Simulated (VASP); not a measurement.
Input:

```
CELL_PARAMETERS angstrom
     -3.65117     3.65117     3.20607
      3.65117    -3.65117     3.20607
      3.65117     3.65117    -3.20607
ATOMIC_POSITIONS crystal
  V  0.25000 0.75000 0.50000
  V  0.50000 0.50000 0.00000
  Bi 0.00000 0.00000 0.00000
  Bi 0.75000 0.25000 0.50000
  O  0.67033 0.48888 0.81855
  O  0.23888 0.92033 0.31855
  O  0.67033 0.85178 0.18145
  O  0.60178 0.92033 0.68145
  O  0.07967 0.39822 0.31855
  O  0.51112 0.32967 0.18145
  O  0.07967 0.76112 0.68145
  O  0.14822 0.32967 0.81855
```

Calculation: PBEsol GGA, VASP's PBE PAW potentials (set 64) (plane waves; VASP 6.6.1). Numerical set-up: 520 eV cut-off, Gaussian smearing of 0.050 eV, potentials V_sv Bi_d O.

Unless said otherwise, spin-orbit coupling is left out, though it shifts the bands of the heavy elements here.

Give the energies of bands 45 to 58 at the high-symmetry points, in eV from the valence-band maximum.

```json
[
 {"band": "45", "Γ": "-1.38", "X": "-1.69", "M": "-1.21", "Z": "-1.28", "P": "-1.38", "N": "-1.54"},
 {"band": "46", "Γ": "-1.33", "X": "-1.69", "M": "-1.21", "Z": "-1.26", "P": "-1.38", "N": "-1.41"},
 {"band": "47", "Γ": "-1.01", "X": "-1.34", "M": "-1.20", "Z": "-1.26", "P": "-1.22", "N": "-1.32"},
 {"band": "48", "Γ": "-1.01", "X": "-1.34", "M": "-1.20", "Z": "-1.11", "P": "-1.22", "N": "-1.23"},
 {"band": "49", "Γ": "-0.93", "X": "-0.86", "M": "-1.05", "Z": "-1.07", "P": "-0.81", "N": "-1.09"},
 {"band": "50", "Γ": "-0.77", "X": "-0.86", "M": "-1.05", "Z": "-1.06", "P": "-0.81", "N": "-0.81"},
 {"band": "51", "Γ": "-0.77", "X": "-0.63", "M": "-0.76", "Z": "-1.06", "P": "-0.30", "N": "-0.65"},
 {"band": "52", "Γ": "-0.52", "X": "-0.63", "M": "-0.76", "Z": "-0.39", "P": "-0.30", "N": "-0.17"},
 {"band": "53", "Γ": "2.93", "X": "3.12", "M": "3.34", "Z": "2.99", "P": "2.75", "N": "2.58"},
 {"band": "54", "Γ": "3.49", "X": "3.12", "M": "3.34", "Z": "3.48", "P": "2.75", "N": "3.08"},
 {"band": "55", "Γ": "3.53", "X": "3.43", "M": "3.48", "Z": "3.50", "P": "3.21", "N": "3.20"},
 {"band": "56", "Γ": "3.58", "X": "3.43", "M": "3.48", "Z": "3.50", "P": "3.21", "N": "3.35"},
 {"band": "57", "Γ": "3.96", "X": "3.94", "M": "3.50", "Z": "3.50", "P": "4.42", "N": "4.07"},
 {"band": "58", "Γ": "4.38", "X": "3.94", "M": "3.50", "Z": "3.63", "P": "4.42", "N": "4.27"}
]
```

The gap is indirect, 2.52 eV, from the valence maximum at Γ-Z at 0.80 to the conduction minimum at Γ-Z at 0.70.

The structure comes from a computed database's VBiO4 entry (I4_1/amd); how it stands against other phases isn't given here. It was relaxed first. The run is not spin-polarised, so no magnetic state was tried.
